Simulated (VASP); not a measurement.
A convergence study with VASP on MoS$_{2}$ (atoms displaced from the space group 194 structure): one setting is varied, all else stays as given below, so the limit is that of these other settings. The cell's lengths are 1 % over those of the tabulated start and one atom is moved, so it is off equilibrium.

```yaml
crystal:
  lattice:
    - [1.59580, -2.76401, 0.00000]
    - [1.59580, 2.76401, 0.00000]
    - [0.00000, 0.00000, 12.42300]
  atoms:
    - { symbol: Mo, position: [0.33333, 0.66667, 0.25000] }
    - { symbol: Mo, position: [0.66667, 0.33333, 0.75000] }
    - { symbol: S, position: [0.33333, 0.66667, 0.87900] }
    - { symbol: S, position: [0.66667, 0.33333, 0.37900] }
    - { symbol: S, position: [0.66667, 0.33333, 0.12100] }
    - { symbol: S, position: [0.35232, 0.68565, 0.62100] }
```

The numbers are results of PBEsol GGA, VASP's PBE PAW potentials (set 64) (plane waves; VASP), not measurements. The tightest run used: 1000 eV cut-off, 9×9×2 Γ-centred mesh, Gaussian smearing of 0.050 eV, potentials Mo_sv S.

Gaps are read on the run's mesh, which can miss a band edge.

```tsv
setting	E (eV/atom)	pressure (GPa)	largest force (eV/Å)	gap on the mesh (eV)	plane waves
ENCUT = 150	-6.8030	-170.43	1.770	0.996	492
ENCUT = 200	-7.6561	-35.93	1.210	0.937	724
ENCUT = 250	-7.7708	-11.13	1.119	0.924	998
ENCUT = 300	-7.7839	-8.42	1.155	0.922	1327
ENCUT = 350	-7.7842	-8.47	1.158	0.921	1659
ENCUT = 400	-7.7845	-8.30	1.160	0.921	2012
```

### Question
These are the cheaper rows. Estimate the results at ENCUT = 1000, and how far the last row shown lies from them.

### Answer

```csv
quantity,tightest run,last row shown is off by
E (eV/atom),-7.7853,0.0008
pressure (GPa),-8.02,-0.28
largest force (eV/Å),1.164,-0.004
gap on the mesh (eV),0.921,0.000
```

Left out are rungs that failed or repeat a setting and relaxations that didn't move; long series are thinned to 24 rows.

The compound is MoS2 in the 2H layered structure. The cell was not relaxed at this level, it is distorted from the ideal structure.
